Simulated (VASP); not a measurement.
OSZICAR of a VASP run on Cr2B (space group P6_3/mmc):

File OSZICAR:
```
       N       E                     dE             d eps       ncg     rms          rms(c)
DAV:   1     0.586886459759E+03    0.58689E+03   -0.25503E+04  1256   0.145E+03
DAV:   2    -0.196929087639E+02   -0.60658E+03   -0.58343E+03  1222   0.473E+02
DAV:   3    -0.556547715828E+02   -0.35962E+02   -0.34315E+02  1380   0.127E+02
DAV:   4    -0.567748403187E+02   -0.11201E+01   -0.10999E+01  1442   0.206E+01
DAV:   5    -0.568099275111E+02   -0.35087E-01   -0.35074E-01  1626   0.344E+00    0.410E+01
DAV:   6    -0.518798508090E+02    0.49301E+01   -0.81219E+01  1528   0.628E+01    0.124E+01
DAV:   7    -0.521851631065E+02   -0.30531E+00   -0.11588E+01  1482   0.332E+01    0.114E+01
DAV:   8    -0.515169634151E+02    0.66820E+00   -0.39083E+00  1508   0.214E+01    0.544E+00
DAV:   9    -0.514414938730E+02    0.75470E-01   -0.32631E-01  1456   0.574E+00    0.254E+00
DAV:  10    -0.514159531100E+02    0.25541E-01   -0.11490E-01  1358   0.281E+00    0.870E-01
DAV:  11    -0.514171627899E+02   -0.12097E-02   -0.77589E-03  1596   0.628E-01    0.394E-01
DAV:  12    -0.514179927702E+02   -0.82998E-03   -0.30367E-03  1478   0.408E-01    0.240E-01
DAV:  13    -0.514184384674E+02   -0.44570E-03   -0.50914E-04  1652   0.178E-01    0.206E-01
DAV:  14    -0.514191799660E+02   -0.74150E-03   -0.82305E-04  1596   0.224E-01    0.213E-01
DAV:  15    -0.514198599683E+02   -0.68000E-03   -0.68328E-04  1564   0.190E-01    0.217E-01
DAV:  16    -0.514175784086E+02    0.22816E-02   -0.65072E-03  1618   0.743E-01    0.219E-01
DAV:  17    -0.514123630286E+02    0.52154E-02   -0.17257E-02  1628   0.111E+00    0.497E-01
DAV:  18    -0.514189467744E+02   -0.65837E-02   -0.11902E-01  1662   0.326E+00    0.487E-01
DAV:  19    -0.514211423535E+02   -0.21956E-02   -0.75401E-03  1554   0.870E-01    0.114E-01
DAV:  20    -0.514203158704E+02    0.82648E-03   -0.40668E-03  1590   0.591E-01    0.353E-01
DAV:  21    -0.514194488497E+02    0.86702E-03   -0.71786E-04  1502   0.167E-01    0.481E-01
DAV:  22    -0.514193234954E+02    0.12535E-03   -0.38002E-05  1530   0.398E-02    0.504E-01
DAV:  23    -0.514206380625E+02   -0.13146E-02   -0.65616E-04  1620   0.224E-01    0.280E-01
DAV:  24    -0.514212767049E+02   -0.63864E-03   -0.11187E-03  1652   0.270E-01    0.373E-02
DAV:  25    -0.514212978230E+02   -0.21118E-04   -0.15448E-04  1426   0.777E-02    0.174E-02
DAV:  26    -0.514212888040E+02    0.90190E-05   -0.15265E-05  1532   0.241E-02    0.328E-02
DAV:  27    -0.514212958348E+02   -0.70308E-05   -0.55775E-06  1204   0.235E-02    0.200E-02
DAV:  28    -0.514212983326E+02   -0.24978E-05   -0.19674E-06   924   0.108E-02    0.112E-02
DAV:  29    -0.514212996803E+02   -0.13477E-05   -0.41957E-06  1234   0.151E-02    0.248E-03
DAV:  30    -0.514212996646E+02    0.15666E-07   -0.41239E-07   608   0.566E-03
   1 F= -.51421300E+02 E0= -.51418911E+02  d E =-.477692E-02  mag=     2.6518
```

Which electronic solver shows in the log?

It is blocked Davidson (ALGO = Normal, or the opening steps of other solvers). The INCAR had ALGO = Normal.

How was spin treated?

Collinear spin (ISPIN = 2): the summary line carries one mag value, 2.65 μB in the cell.

Can the final energy be trusted as converged?

The calculation finished and met its thresholds. It stopped with EDIFF = 1E-6, NELM = 100 (PBE GGA, plane waves, VASP's PBE PAW potentials (set 64)).  The moments were started parallel, and other spin orders were not tried in this run.

The structure was generated: Cr2B was put into an ordered model structure (P6_3/mmc), which need not be its known phase. The cell was not relaxed at this level. The k-mesh is coarse (spacing up to 0.48 per Å, 2π included), so the numbers may not be converged in it.
